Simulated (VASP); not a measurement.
Computed with r2SCAN meta-GGA, VASP's PBE PAW potentials (set 64) (plane waves; VASP 6.6.1).

Input for VASP

**KPOINTS**
```
K-points
0
gamma
14 14 14
```

### POSCAR
```
Ag
1
    0.0000000000     2.1325905149     2.1325905149
    2.1325905149     0.0000000000     2.1325905149
    2.1325905149     2.1325905149     0.0000000000
Ag
1
Direct
  0.0000000000   0.0000000000   0.0000000000
```

**INCAR**
```
SYSTEM = Ag
PREC = Accurate; ENCUT = 480; LREAL = .False.
LASPH = .True.
EDIFF = 1E-7; NELM = 100; ALGO = Normal
LMAXMIX = 4; LMIXTAU = .True.
ISMEAR = 1; SIGMA = 0.1
METAGGA = R2SCAN
ISIF = 2
LWAVE = .False.; LCHARG = .False.
```

POTCAR, in this order: Ag (PBE.64 set). Program: vasp_std.

**Question.** What will the output report for the number of irreducible k-points (NKPTS), number of bands (NBANDS), largest plane-wave count, number of space-group operations, FFT grid (NGX, NGY, NGZ)?

**Answer.** 
```json
{
  "number of irreducible k-points (NKPTS)": "104",
  "number of bands (NBANDS)": "9",
  "largest_plane_wave_count": "483",
  "number_of_space_group_operations": "48",
  "FFT grid (NGX, NGY, NGZ)": "24 × 24 × 24"
}
```

The compound is Ag in the fcc structure. This cell was strained or had an atom moved on purpose.
